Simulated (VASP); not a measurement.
## MoS2: NMR shieldings

Wanted: the shieldings and field gradients at the nuclei of MoS2. The cell has space group P6_3/mmc. The start is a cell from a database of measured crystal structures.

Calculated with VASP 6.6.1; PBE, no spin polarisation; plane waves and PAW (Mo_sv, S), in the first sound run; inputs show where later runs differ.

Report form: the programs' logs are mostly left out.

The database entry behind the starting cell differs from later determinations by our own check (about 0.3 % long), so it need not match the best structure at ambient conditions.

### Step 1. Starting point

It takes space group P6_3/mmc (No. 194, hexagonal). The conventional cell has a = 3.169 Å, b = 3.169 Å, c = 12.324 Å, α = 90.00°, β = 90.00°, γ = 120.00°. Mo has 6 S at 2.41 Å nearest. Nearest to S lie 3 Mo at 2.41 Å. Farther neighbours and most contacts between anions are not listed.

### Step 2. Ground state

A ground-state run shows first whether the cell has a gap, which the next steps need; its size sets how fine their mesh has to be.

Contents of INCAR:

```
SYSTEM = MoS2
PREC = Accurate
ENCUT = 400
EDIFF = 1E-07
NELM = 100
ISMEAR = 0
SIGMA = 0.01
LREAL = .FALSE.
ALGO = Normal
GGA = PE
NBANDS = 32
LASPH = .TRUE.
LORBIT = 11
LWAVE = .FALSE.
LCHARG = .FALSE.
KPAR = 8
```

Contents of POSCAR:

```
MoS2
1.0
    3.1690000000      0.0000000000      0.0000000000
   -1.5845000000      2.7444345046      0.0000000000
    0.0000000000      0.0000000000     12.3240000000
Mo S
2 4
Direct
    0.3333333333      0.6666666667      0.2500000000
    0.6666666667      0.3333333333      0.7500000000
    0.3333333333      0.6666666667      0.6230000000
    0.6666666667      0.3333333333      0.1230000000
    0.3333333333      0.6666666667      0.8770000000
    0.6666666667      0.3333333333      0.3770000000
```

Contents of KPOINTS:

```
Automatic mesh
0
Gamma
8 8 2
0 0 0
```

The projector-augmented-wave data sets are Mo_sv and S (PBE family, release 64).

On the command line:

```bash
$ mpirun -np 8 vasp_std
```

It took 9.4 s on 8 MPI ranks of AMD EPYC 9R45, shared host; peak memory 1.7 GiB; 63 s of CPU time.

The gap is read on the k-mesh alone, so it is an upper bound where the band edges lie off the mesh.

Numbers from this step:

```yaml
free_energy_toten: -43.61 eV
fermi_energy: 7.590 eV
pressure: 1.598 GPa
gap_on_the_k_mesh: 0.9937 eV
least_direct_gap_on_the_k_mesh: 1.935 eV
```

The cell has a gap of 0.994 eV on this mesh. Spin-orbit coupling is left out, which can shift or reorder these edges. Forces of up to 0.075 eV/Å remain in these settings.

### Step 3. Shielding tensors

This step: chemical shifts by linear response (GIPAW), PBE, no spin polarisation; plane waves and PAW (Mo_sv, S) (VASP 6.6.1).

LCHIMAG computes the induced currents by linear response. It needs tightly converged orbitals and a cutoff well above the default; LEFG adds the field gradients at no cost.

Contents of INCAR:

```
SYSTEM = MoS2
PREC = Accurate
ENCUT = 370
EDIFF = 1E-09
NELM = 100
ISMEAR = 0
SIGMA = 0.01
LREAL = .FALSE.
ALGO = Normal
GGA = PE
NBANDS = 32
LASPH = .TRUE.
LWAVE = .FALSE.
LCHARG = .FALSE.
KPAR = 8
LCHIMAG = .TRUE.
LEFG = .TRUE.
DQ = 0.001
ICHIBARE = 1
LNMR_SYM_RED = .TRUE.
```

POSCAR is that of step 2.

Contents of KPOINTS:

```
Automatic mesh
0
Gamma
14 14 3
0 0 0
```

On the command line:

```bash
$ mpirun -np 8 vasp_std
```

Wall time 9 min (8 MPI ranks); peak memory 8.6 GiB.

The atoms bear forces, and field gradients depend strongly on their positions.

This step gave:

| Quantity | Value |
| --- | --- |
| free energy (TOTEN) | -43.60 eV |
| Fermi energy | 7.596 eV |
| pressure | 1.455 GPa |
| gap on the k-mesh | 0.9201 eV |
| least direct gap on the k-mesh | 1.762 eV |

Valence and core; the G = 0 term is that of a spherical sample. NMR shielding, by row:

| atom | isotropic shielding (ppm) | span (ppm) | skew | isotropic shielding without the G = 0 term (ppm) |
| --- | --- | --- | --- | --- |
| Mo1 | 425.3 | 1568 | 1 | 403.5 |
| Mo2 | 425.3 | 1568 | 1 | 403.5 |
| S3 | 179.8 | 302.8 | -0.9999 | 158 |
| S4 | 179.8 | 302.8 | -0.9999 | 158 |
| S5 | 179.8 | 302.8 | -0.9999 | 158 |
| S6 | 179.8 | 302.8 | -0.9999 | 158 |

Ordered as |Vzz| ≥ |Vxx| ≥ |Vyy|, the program's way. Electric field gradients, by row:

```
atom  Vxx (V/Å²)  Vyy (V/Å²)  Vzz (V/Å²)  asymmetry
 Mo1       39.36       39.35      -78.71          0
 Mo2       39.36       39.35      -78.71          0
  S3       25.87       25.87      -51.74          0
  S4       25.87       25.87      -51.74          0
  S5       25.87       25.87      -51.74          0
  S6       25.87       25.87      -51.74          0
```

### Step 4. Atoms moved

The atoms are moved at random, which breaks the symmetry and shows how shieldings follow the geometry.

INCAR is that of step 3.

Contents of POSCAR:

```
MoS2
1.0
    3.1690000000      0.0000000000      0.0000000000
   -1.5845000000      2.7444345046      0.0000000000
    0.0000000000      0.0000000000     12.3240000000
Mo S
2 4
Direct
    0.3396940000      0.6714650000      0.2500840000
    0.6601450000      0.3274380000      0.7488790000
    0.3320770000      0.6661320000      0.6215740000
    0.6677260000      0.3354120000      0.1240830000
    0.3342430000      0.6567600000      0.8768080000
    0.6614840000      0.3269160000      0.3783110000
```

KPOINTS is that of step 3.

On the command line:

```bash
$ mpirun -np 8 vasp_std
```

Run time: 2.5 min. Hardware: 8 MPI ranks.

The run was cut off at its time limit.

More ranks or a longer limit would be the way on.

### Step 5. Results

```
Mo, isotropic shielding : 425.3 ppm
S, isotropic shielding  : 179.8 ppm
```

**Reading.** At PBE the isotropic shieldings are Mo 425.3 ppm; S 179.8 ppm. The widest tensor is that of Mo1, with a span (largest less smallest principal value) of 1568 ppm. The largest field gradient is Vzz = -78.7 V/Å² at Mo1. Shifts were not obtained, since a shift is the shielding of a reference compound, computed alike, less these values. The G = 0 term is the part set by the sample's shape, taken here for a sphere. Spin-orbit effects on the shifts of and near heavy atoms are left out. No finer mesh was run, so convergence in it isn't shown. VASP's guide advises NLSPLINE for shieldings, which this input doesn't set; the effect wasn't tested. The run «atoms moved» ended without a result (time limit). The cell has space group P6_3/mmc. The atoms weren't relaxed and carry forces of up to 0.073 eV/Å at PBE in the first shielding run, so the numbers belong to the given coordinates, and a relaxation would change them.

[Lines on the potential files, build, host, timing and source positions are cut from VASP's logs without a mark.]

[Logs are printed without paths, hosts, clocks, repeated set-up lines and the standing remarks that a program may print on its own settings, such as how far it seeks lower states.]

[Hosts, paths, dates, database ids (printed as entryN), source tags and the programs' standing remarks are cut or masked in the printed files.]
